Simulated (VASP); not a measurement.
Given:

```xyz
3
Lattice="0.0000 2.1585 2.1585 2.1585 0.0000 2.1585 2.1585 2.1585 0.0000" Properties=species:S:1:pos:R:3 pbc="T T T"
Be     1.0793     1.0793     1.0793
Be     3.2378     3.2378     3.2378
C      4.3171     2.1585     2.1585
```

Computed with PBEsol GGA, VASP's PBE PAW potentials (set 64) (plane waves; VASP). Run with 520 eV cut-off, Gaussian smearing of 0.050 eV, potentials Be C.

What does the run give for the band gap (along the path) with the smallest direct gap where there is one?

The band gap (along the path) is 1.06 eV and the smallest direct gap (along the path) is 4.10 eV.

Total energies compare only between runs with the same potentials, cut-off and functional.

The compound is Be2C in the antifluorite structure. It was relaxed first.
